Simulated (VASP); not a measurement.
Crystal: NbSi2.

```
CELL_PARAMETERS angstrom
4.81900 0.00000 0.00000
-2.40950 4.17338 0.00000
0.00000 0.00000 6.59200
ATOMIC_POSITIONS crystal
Nb 0.50000 0.00000 0.50000
Nb 0.50000 0.50000 0.83333
Nb 0.00000 0.50000 0.16667
Si 0.15990 0.31980 0.50000
Si 0.84010 0.15990 0.83333
Si 0.68020 0.84010 0.16667
Si 0.84010 0.68020 0.50000
Si 0.15990 0.84010 0.83333
Si 0.31980 0.15990 0.16667
```

* Program: VASP 6.6.1
* Task: relaxation of cell and atoms
* Functional: PBEsol
* Potentials or basis: VASP PAW PBE potentials, release 64 (Nb_sv, Si)
* Cutoff: 600 eV
* k mesh: 9 × 9 × 6
* Occupations: methfessel-paxton, width 0.1 eV
* Spin: no spin polarisation

At the start: pressure -4.2 GPa; volume 14.73 Å³/atom.

Task: Where does the relaxation end?

Result: Over 5 steps the energy falls by 5.1 meV/atom and the volume is 14.38 Å³/atom (-2.4 %); space group P6_222 (No. 180, to 0.05 Å).

The path:
| step | energy change (eV) | largest force (eV/Å) | pressure (GPa) | volume (Å³) |
| --- | --- | --- | --- | --- |
| 1 | 0.0000 | 0.0634 | -4.16 | 132.58 |
| 2 | 0.0321 | 0.0032 | 6.41 | 125.37 |
| 3 | -0.0442 | 0.0385 | 0.13 | 129.39 |
| 4 | -0.0461 | 0.0007 | -0.05 | 129.43 |
| 5 | -0.0463 | 0.0085 | -0.01 | 129.42 |

Final structure:
```
Nb Si
1.0
     4.76803    0.00000    0.00000
    -2.38402    4.12924    0.00000
     0.00000    0.00000    6.57341
Nb Si
3 6
Cartesian
  2.3840 0.0000 3.2867
  1.1920 2.0646 5.4778
  -1.1920 2.0646 1.0956
  0.0000 1.3179 3.2867
  3.6267 0.6590 5.4778
  1.2427 3.4703 1.0956
  2.3840 2.8113 3.2867
  -1.2427 3.4703 5.4778
  1.1414 0.6590 1.0956
```

Caveat: the PAW data sets were made with another functional, which shifts forces and pressure a little.
